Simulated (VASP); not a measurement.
# BeCl3 (R-3m) in VASP: relaxation of cell and atoms with RPBE

Aim: the relaxation of cell and atoms of BeCl3 with RPBE.

Everything below comes from runs of VASP 6.6.1. Logs are shortened: lines on timing, memory, paths and dates and some standing lists are left out, and cuts for length are marked.

## 1. Starting point

Symmetry: R-3m, No. 166, trigonal system. The conventional cell has a = 7.209 Å, b = 7.209 Å, c = 7.515 Å, α = 90.00°, β = 90.00°, γ = 120.00°. Be (site symmetry -3m) is surrounded by 2 Cl at 1.92 Å. Around Cl (site symmetry -3m) lie 2 Cl at 1.83 Å. Around Cl (site symmetry 3m) lie 1 Cl at 1.83 Å and 1 Be at 1.92 Å.

The cell was built by a generator and needn't be a form met in nature.

## 2. Relaxation of cell and atoms, RPBE

INCAR

```
  PREC = Accurate
  ENCUT = 600
  EDIFF = 1E-6
  ISMEAR = 0
  SIGMA = 0.05
  LREAL = F
  LASPH = T
  NELM = 100
  ALGO = Normal
  ISIF = 3
  LWAVE = F
  LCHARG = F
  GGA = RP
  IBRION = 2
  NSW = 40
  EDIFFG = -0.01
```

KPOINTS

```
Automatic mesh
0
Gamma
  6 6 6
```

POSCAR

```
BeCl3
1.0
    3.6042760500      2.0809297500      2.5049783100
   -3.6042760500      2.0809297500      2.5049783100
    0.0000000000     -4.1618595000      2.5049783100
Be Cl
1 3
Direct
    0.5000000000      0.5000000000      0.5000000000
    0.0000000000      0.0000000000      0.0000000000
    0.2438947800      0.2438947800      0.2438947800
    0.7561052200      0.7561052200      0.7561052200
```

Potentials or basis: VASP PAW PBE potentials, release 64 (Be, Cl).

The run is started by

```bash
cat potpaw_PBE.64/Be/POTCAR potpaw_PBE.64/Cl/POTCAR > POTCAR
mpirun -np 1 vasp_std > vasp.out
```

OUTCAR:

```text
PREC = Accurate
   ENCUT = 600
   EDIFF = 1E-6
   ISMEAR = 0
   LREAL = F
   LASPH = T
   NELM = 100
   ISIF = 3
   GGA = RP
   IBRION = 2
   NSW = 40
   EDIFFG = -0.01

 ion  position               nearest neighbor table
   1  0.500  0.500  0.500-   3 1.92   4 1.92
   2  0.000  0.000  0.000-   3 1.83   4 1.83
   3  0.244  0.244  0.244-   2 1.83   1 1.92
   4  0.756  0.756  0.756-   2 1.83   1 1.92

  LATTYP: Found a trigonal (rhomboedric) cell.
 ALAT       =     4.8575704630
 COS(alpha) =    -0.1011028063

  Lattice vectors:

 A1 = (   3.6042760500,   2.0809297500,   2.5049783100)
 A2 = (  -3.6042760500,   2.0809297500,   2.5049783100)
 A3 = (   0.0000000000,  -4.1618595000,   2.5049783100)

Analysis of symmetry for initial positions (statically):
=====================================================================
 Subroutine PRICEL returns:
 Original cell was already a primitive cell.

 Routine SETGRP: Setting up the symmetry group for a
 trigonal (rhombohedral) supercell.

 Subroutine GETGRP returns: Found 12 space group operations
 (whereof 12 operations were pure point group operations)
 out of a pool of 12 trial point group operations.

The static configuration has the point symmetry D_3d.

Analysis of symmetry for dynamics (positions and initial velocities):
=====================================================================
 Subroutine PRICEL returns:
 Original cell was already a primitive cell.

 Routine SETGRP: Setting up the symmetry group for a
 trigonal (rhombohedral) supercell.

 Subroutine GETGRP returns: Found 12 space group operations
 (whereof 12 operations were pure point group operations)
 out of a pool of 12 trial point group operations.

The dynamic configuration has the point symmetry D_3d.

 Subroutine INISYM returns: Found 12 space group operations
 (whereof 12 operations are pure point group operations),
 and found     1 'primitive' translations

----------------------------------------------------------------------------------------

                                     Primitive cell

  volume of cell :     112.7277

  direct lattice vectors                    reciprocal lattice vectors
     3.604276050  2.080929750  2.504978310     0.138724114  0.080092404  0.133068351
    -3.604276050  2.080929750  2.504978310    -0.138724114  0.080092404  0.133068351
     0.000000000 -4.161859500  2.504978310     0.000000000 -0.160184808  0.133068351

  length of vectors
     4.857570463  4.857570463  4.857570466     0.208245910  0.208245910  0.208245910

  position of ions in fractional coordinates (direct lattice)
     0.500000000  0.500000000  0.500000000
     0.000000000  0.000000000  0.000000000
     0.243894780  0.243894780  0.243894780
     0.756105220  0.756105220  0.756105220

  ion indices of the primitive-cell ions
   primitive index   ion index
                 1           1
                 2           2
                 3           3
                 4           4

----------------------------------------------------------------------------------------

 KPOINTS: Automatic mesh

Automatic generation of k-mesh.
 Grid dimensions read from file:
 generate k-points for:    6    6    6

 Generating k-lattice:

  Cartesian coordinates                     Fractional coordinates (reciprocal lattice)
     0.023120686  0.013348734  0.022178059     0.166666667  0.000000000 -0.000000000
    -0.023120686  0.013348734  0.022178059     0.000000000  0.166666667 -0.000000000
     0.000000000 -0.026697468  0.022178059    -0.000000000 -0.000000000  0.166666667

  Length of vectors
     0.034707652  0.034707652  0.034707652

  Shift w.r.t. Gamma in fractional coordinates (k-lattice)
     0.000000000  0.000000000  0.000000000

 Subroutine IBZKPT returns following result:
 ===========================================

 Found     32 irreducible k-points:

 Following reciprocal coordinates:
            Coordinates               Weight
  0.000000  0.000000  0.000000      1.000000
  0.166667 -0.000000 -0.000000      6.000000
  0.333333 -0.000000 -0.000000      6.000000
  0.500000 -0.000000 -0.000000      3.000000
  0.166667  0.166667 -0.000000      6.000000
  0.333333  0.166667 -0.000000     12.000000
[... 16 lines left out ...]
  0.500000  0.500000  0.166667      6.000000
 -0.333333  0.500000  0.166667     12.000000
 [... further k-points ...]
   k-points           NKPTS =     32   k-points in BZ     NKDIM =     32   number of bands    NBANDS=     15
   number of dos      NEDOS =    301   number of ions     NIONS =      4
   total plane-waves  NPLWV =  64000
   dimension x,y,z NGX =    40 NGY =   40 NGZ =   40
   dimension x,y,z NGXF=    80 NGYF=   80 NGZF=   80
   ions per type =               1   3
   NGX,Y,Z   is equivalent  to a cutoff of  13.69, 13.69, 13.69 a.u.
   NGXF,Y,Z  is equivalent  to a cutoff of  27.38, 27.38, 27.38 a.u.
 SYSTEM =  unknown system
   PREC   = accura    normal or accurate (medium, high low for compatibility)
   ISTART =      0    job   : 0-new  1-cont  2-samecut
   ICHARG =      2    charge: 1-file 2-atom 10-const
   ISPIN  =      1    spin polarized calculation?
   LNONCOLLINEAR =      F non collinear calculations
   LSORBIT =      F    spin-orbit coupling
   LASPH  =      T    aspherical Exc in radial PAW
   ENCUT  =  600.0 eV  44.10 Ry    6.64 a.u.   9.70  9.70  9.70*2*pi/ulx,y,z
   NELM   =    100;   NELMIN=  2; NELMDL= -5     # of ELM steps
   EDIFF  = 0.1E-05   stopping-criterion for ELM
   LREAL  =      F    real-space projection
   EDIFFG = -.1E-01   stopping-criterion for IOM
   NSW    =     40    number of steps for IOM
   IBRION =      2    ionic relax: 0-MD 1-quasi-New 2-CG
   NFREE  =      1    steps in history (QN), initial steepest desc. (CG)
   ISIF   =      3    stress and relaxation
   ISYM   =      2    0-nonsym 1-usesym 2-fastsym
   POTIM  = 0.5000    time-step for ionic-motion
   TEBEG  =    0.0;   TEEND  =   0.0 temperature during run
   PSTRESS=    0.0 pullay stress
   NELECT =      23.0000    total number of electrons
   NUPDOWN=      -1.0000    fix difference up-down
   EMIN   =  10.00;   EMAX   =-10.00  energy-range for DOS
   EFERMI =   0.00;   METHOD = LEGACY
   ISMEAR =     0;   SIGMA  =   0.05  broadening in eV -4-tet -1-fermi 0-gaus
   EFERMI_NEDOS =   21; number of points for ismear=-14 and -15
   IALGO  =     38    algorithm
   IMIX   =      4    mixing-type and parameters
     AMIX     =   0.40;   BMIX     =  1.00
     AMIX_MAG =   1.60;   BMIX_MAG =  1.00
  volume/ion in A,a.u.               =      28.18       190.18
  Fermi-wavevector in a.u.,A,eV,Ry     =   0.963771  1.821263 12.637835  0.928855
  Thomas-Fermi vector in A             =   2.093345
   LORBIT       =      0    0 simple, 1 ext, 2 COOP (PROOUT), +10 PAW based schemes
   GGA     = RP    functional components
   LHFCALC =     F    Hartree Fock is set to
   AEXX    =    0.0000 exact exchange contribution
   IVDW    =     0    specifies the selected vdW correction
   LEPSILON=     F    determine dielectric tensor
   LRPA    =     F    only Hartree local field effects (RPA)
 conjugate gradient relaxation of ions
 non-spin polarized calculation
 Gauss-broadening in eV      SIGMA  =   0.05
  energy-cutoff  :      600.00
  volume of cell :      112.73
 maximum number of plane-waves:      3799
   NGX = 19   NGY = 19   NGZ = 19

--------------------------------------- Ionic step        1  -------------------------------------------

 number of electron      22.9999998 magnetization

 Free energy of the ion-electron system (eV)
  ---------------------------------------------------
  ext. energy  EPLUGINS =         0.00000000
  ---------------------------------------------------
  free energy    TOTEN  =        -3.65481656 eV

  energy without entropy =       -3.65481656  energy(sigma->0) =       -3.65481656

 E-fermi :   2.9083     XC(G=0):  -6.7569

 val. band max:        2.6648192836   @ k =   0.5000   0.1667   0.0000
 cond. band min:       3.3122851358   @ k =   0.5000   0.3333   0.3333
 fundamental gap:      0.6474658521
 Fermi energy:         2.9083212528

 k-point     1 :       0.0000    0.0000    0.0000
  band No.  band energies     occupation
      1     -19.4237      2.00000
      2     -16.8592      2.00000
      3     -12.5589      2.00000
      4      -8.5291      2.00000
      5      -4.9162      2.00000
      6      -4.9162      2.00000
      7      -3.3009      2.00000
      8      -3.3009      2.00000
      9      -2.7363      2.00000
     10      -0.8337      2.00000
     11      -0.8337      2.00000
     12       4.0888      0.00000
     13       4.3090      0.00000
     14       5.3224      0.00000
     15       5.3224      0.00000
[... 521 lines left out ...]
  FREE ENERGIE OF THE ION-ELECTRON SYSTEM (eV)
  ---------------------------------------------------
  free  energy   TOTEN  =        -9.8746525498 eV

  energy  without entropy=       -9.8641232269  energy(sigma->0) =       -9.86938789

[... ionic steps 4 to 36 ...]

--------------------------------------- Ionic step       37  -------------------------------------------

 number of electron      22.9999997 magnetization

------------------------ aborting loop because EDIFF is reached ----------------------------------------

  FORCE on cell =-STRESS in cart. coord.  units (eV):
  Direction    XX          YY          ZZ          XY          YZ          ZX
  --------------------------------------------------------------------------------------
  -------------------------------------------------------------------------------------
  Total       -0.0054996     -0.0054996      0.0979749      0.0000000     -0.0000000      0.0000000
  in kB       -0.0491454     -0.0491454      0.8755141      0.0000000     -0.0000000      0.0000000
  external PRESSURE =       0.2590745 kB  Pullay stress =       0.0000000 kB
[... 61 lines left out ...]
  energy  without entropy=      -10.5427916284  energy(sigma->0) =      -10.56330957

--------------------------------------- Ionic step       39  -------------------------------------------

 number of electron      22.9999998 magnetization

 Free energy of the ion-electron system (eV)
  ---------------------------------------------------
  ext. energy  EPLUGINS =         0.00000000
  ---------------------------------------------------
  free energy    TOTEN  =       -10.58402145 eV

  energy without entropy =      -10.54278621  energy(sigma->0) =      -10.56340383

 E-fermi :  -4.2117     XC(G=0):  -5.3766

 val. band max:       -4.2122580721   @ k =   0.5000   0.5000   0.3333
 cond. band min:      -4.2037096426   @ k =   0.3333   0.3333   0.3333
 fundamental gap:      0.0085484295
 Fermi energy:        -4.2117213304

 k-point     1 :       0.0000    0.0000    0.0000
  band No.  band energies     occupation
      1     -17.2450      2.00000
      2     -17.2003      2.00000
      3     -16.3551      2.00000
      4      -6.6875      2.00000
      5      -6.4504      2.00000
      6      -5.0480      2.00000
      7      -5.0480      2.00000
      8      -4.8372      2.00000
      9      -4.8372      2.00000
     10      -4.2586      1.81492
     11      -4.2586      1.81492
     12      -4.2347      1.48512
     13       1.5982      0.00000
     14       2.5190      0.00000
     15       2.5190      0.00000
[... 445 lines left out ...]
  FREE ENERGIE OF THE ION-ELECTRON SYSTEM (eV)
  ---------------------------------------------------
  free  energy   TOTEN  =       -10.5840214501 eV

  energy  without entropy=      -10.5427862094  energy(sigma->0) =      -10.56340383

 reached required accuracy - stopping structural energy minimisation
```

It took 24 min on 1 thread of AMD EPYC 7R13 (Zen 3), shared host; peak memory 0.24 GiB.

What came out:

* Free energy: -10.5840 eV
* Relaxed volume: 45.15 Å³/atom
* Relaxed cell: a = 5.727 Å, b = 5.727 Å, c = 5.727 Å, α = 80.32°, β = 80.32°, γ = 80.32°
* Space group after relaxing (to 0.05 Å): R-3m (No. 166)
* Energy gained by relaxing: 1732.3 meV/atom
* Ionic steps: 39
* Pressure after relaxing: 0.0 GPa
* Largest force after relaxing: 0.004 eV/Å
* Band gap on the k mesh: none (metal or under the smearing width)

Forces on the atoms (eV/Å):
```
Be   0.000  0.000  0.000
Cl   0.000  0.000  0.000
Cl   0.000  0.000  0.004
Cl   0.000  0.000 -0.004
```

Step by step:
```csv
step,energy change (eV),largest force (eV/Å),pressure (GPa),volume (Å³)
1,0.0000,11.1640,23.88,112.73
2,-5.2224,3.2017,-4.35,182.25
3,-6.2198,2.2452,-2.52,145.55
4,-6.2478,2.1620,-2.36,143.88
5,-5.9541,2.3502,2.99,128.25
6,-6.3362,1.9843,-1.54,139.99
7,-6.3338,1.9688,-0.87,137.39
8,-6.3368,1.9689,-1.01,137.89
9,-6.5374,0.0534,2.28,135.13
10,-6.5485,0.5027,1.57,135.62
11,-6.6360,0.1746,1.15,140.41
12,-6.6965,0.1136,1.08,146.86
13,-6.7702,0.7540,1.54,160.24
14,-6.8492,0.2246,0.19,167.78
15,-6.8523,0.4546,-0.12,169.86
16,-6.8523,0.4283,-0.08,169.62
17,-6.8607,0.4274,-0.12,171.33
18,-6.8822,0.4132,-0.20,176.49
19,-6.9102,0.3316,-0.28,187.04
20,-6.9117,0.0372,-0.16,208.99
21,-6.9217,0.1070,-0.16,196.35
22,-6.9169,0.3155,0.30,192.82
23,-6.9223,0.0023,-0.05,195.43
24,-6.9230,0.0011,-0.04,194.39
25,-6.9247,0.0086,-0.02,191.30
26,-6.9273,0.0244,0.02,185.19
27,-6.9278,0.0559,0.14,173.24
28,-6.9284,0.0397,0.07,179.12
29,-6.9274,0.1709,-0.16,178.55
30,-6.9287,0.0226,0.01,178.95
31,-6.9287,0.0249,0.00,178.94
32,-6.9287,0.0325,-0.01,178.92
33,-6.9287,0.0293,0.01,178.94
34,-6.9287,0.0032,0.03,179.00
35,-6.9287,0.0033,0.03,179.00
36,-6.9287,0.0026,0.03,179.07
37,-6.9288,0.0019,0.03,179.29
38,-6.9290,0.0001,0.02,179.73
39,-6.9292,0.0038,0.00,180.61
```

Final structure:
```
Be Cl
1.0
     3.69337    2.13237    3.82209
    -3.69337    2.13237    3.82209
     0.00000   -4.26473    3.82209
Be Cl
1 3
Direct
  0.50000 0.50000 0.50000
  0.00000 0.00000 0.00000
  0.34188 0.34188 0.34188
  0.65812 0.65812 0.65812
```

Caveat: the volume moved by over 15 % at a fixed basis, so the end points are rough; the PAW data sets were made with another functional, which shifts forces and pressure a little; an odd number of electrons without spin polarisation forces a metal; a magnetic or distorted state may lie lower.
